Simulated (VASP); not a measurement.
Consider the following.

```
Zn
1.0
    1.33565    -2.31342     0.00000
    1.33565     2.31342     0.00000
    0.00000     0.00000     4.85334
Zn
2
Direct
  0.33333   0.66667   0.25000
  0.66667   0.33333   0.75000
```

The numbers are results of PBE GGA, VASP's PBE PAW potentials (set 64) (plane waves; VASP), not measurements. Settings: 500 eV cut-off, 16×16×8 Γ-centred mesh, first-order Methfessel-Paxton smearing of 0.10 eV, potentials Zn.

Task: The ions, cell shape and volume are relaxed. Which structure does the run end with?

Result: 
```
Zn
1.0
    1.33436    -2.31119     0.00000
    1.33436     2.31119     0.00000
    0.00000     0.00000     4.92457
Zn
2
Direct
  0.33333   0.66667   0.25000
  0.66667   0.33333   0.75000
```
Space group P6_3/mmc (194), at a tolerance of 0.03 Å.

Task: How do energy and volume change from the first to the last step?

Result: The energy (σ→0) changes by -1.6 meV/atom and the volume by +1.3 %, in 6 ionic steps.

The compound is Zn in the hcp structure. This run relaxes it. Symmetry was kept, so distortions that lower it aren't found.
